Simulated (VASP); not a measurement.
```
La
1.0
    1.83940    -3.18594     0.00000
    1.83940     3.18594     0.00000
    0.00000     0.00000    11.77028
La
4
Direct
  0.00000   0.00000   0.50000
  0.00000   0.00000   0.00000
  0.33333   0.66667   0.25000
  0.66667   0.33333   0.75000
```

Computed with AM05 GGA, VASP's PBE PAW potentials (set 64) (plane waves; VASP). Numerical set-up: 520 eV cut-off, Gaussian smearing of 0.050 eV, potentials La.

Problem. Give the energies of bands 17 to 25 at the high-symmetry points, in eV from the Fermi level.

Solution. 
```csv
band,Γ,M,K,A,L,H
17,-3.26,-2.14,-1.07,-2.75,-1.85,-1.29
18,-1.92,-2.02,-1.07,-2.75,-1.85,-1.29
19,-1.89,-1.75,-0.78,-1.81,-1.51,-0.41
20,-1.88,-1.20,-0.60,-1.81,-1.51,-0.41
21,0.52,-0.78,-0.60,0.77,-1.23,-0.04
22,0.67,-0.32,0.07,0.77,-1.23,-0.04
23,1.25,-0.24,0.22,1.30,0.65,0.00
24,1.25,0.43,0.22,1.30,0.65,0.00
25,1.31,1.02,0.92,1.31,1.33,0.94
```

It has no gap at this level: it comes out as a metal or semimetal.

The compound is La in the dhcp structure. It was relaxed first, which changed the volume by -8 %.
